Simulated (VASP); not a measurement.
VASP input:

File KPOINTS:
```
Automatic mesh
0
gamma
 2 2 2
0 0 0
```

INCAR:
```
SYSTEM = Cs2AgBiBr6
PREC = Accurate
ENCUT = 300
EDIFF = 1E-6
NELM = 100
ALGO = Normal
LREAL = .FALSE.
LASPH = .TRUE.
ISMEAR = 0
SIGMA = 0.02
GGA = PE
LMAXMIX = 4
LWAVE = .FALSE.
LCHARG = .FALSE.
ISIF = 2
```

POSCAR:
```
Cs2AgBiBr6
8.0430330
  0.0000000000   0.7071067594   0.7071067594
  0.7071067594   0.0000000000   0.7071067594
  0.7071067594   0.7071067594   0.0000000000
Cs Ag Bi Br
2 1 1 6
Cartesian
  1.0606601390   1.0606601390   1.0606601390
  0.3535533797   0.3535533797   0.3535533797
  0.7071067594   0.7071067594   0.7071067594
  0.0000000000   0.0000000000   0.0000000000
  0.3546988926   0.7071067594   0.7071067594
  1.0595146261   0.7071067594   0.7071067594
  0.7071067594   0.3546988926   0.7071067594
  0.7071067594   1.0595146261   0.7071067594
  0.7071067594   0.7071067594   0.3546988926
  0.7071067594   0.7071067594   1.0595146261
```

POTCAR, in this order: Cs_sv Ag Bi_d Br (PBE.64 set). Program: vasp_std.

### Question
Translate this PBE calculation to Quantum ESPRESSO's pw.x.

### Answer
One equivalent input (not run):
```
&CONTROL
  calculation = 'scf'
  pseudo_dir = './pseudo'
  outdir = './out'
  tprnfor = .true.
  tstress = .true.
/
&SYSTEM
  ibrav = 0
  nat = 10
  ntyp = 4
  ecutwfc = 82
  occupations = 'smearing'
  smearing = 'gaussian'
  degauss = 0.00147
  input_dft = 'pbe'
/
&ELECTRONS
  conv_thr = 7.3e-08
  electron_maxstep = 100
/
ATOMIC_SPECIES
  Cs 132.905 Cs.upf
  Ag 107.868 Ag.upf
  Bi 208.980 Bi.upf
  Br 79.904 Br.upf
CELL_PARAMETERS angstrom
     0.0000000    5.6872830    5.6872830
     5.6872830    0.0000000    5.6872830
     5.6872830    5.6872830    0.0000000
ATOMIC_POSITIONS crystal
  Cs   0.7500000  0.7500000  0.7500000
  Cs   0.2500000  0.2500000  0.2500000
  Ag   0.5000000  0.5000000  0.5000000
  Bi   0.0000000  0.0000000  0.0000000
  Br   0.7491900  0.2508100  0.2508100
  Br   0.2508100  0.7491900  0.7491900
  Br   0.2508100  0.7491900  0.2508100
  Br   0.7491900  0.2508100  0.7491900
  Br   0.2508100  0.2508100  0.7491900
  Br   0.7491900  0.7491900  0.2508100
K_POINTS automatic
  2 2 2 0 0 0
```
What does not carry over: the potentials are each code's own (VASP's PAW set, PseudoDojo norm-conserving files in pw.x), so ENCUT and ecutwfc are chosen apart and not converted; conv_thr bounds pw.x's estimated SCF error, while EDIFF bounds the energy change between steps.

The structure comes from a computed database's Cs2AgBiBr6 entry; how it stands against other phases isn't given here. The cell was not relaxed at this level. The k-mesh is coarse (spacing up to 0.48 per Å, 2π included), so the numbers may not be converged in it. The run is one of a series of settings (AEXX removed, HFSCREEN removed, ISYM removed, LHFCALC removed, PRECFOCK removed against the base run), some of them coarse on purpose.
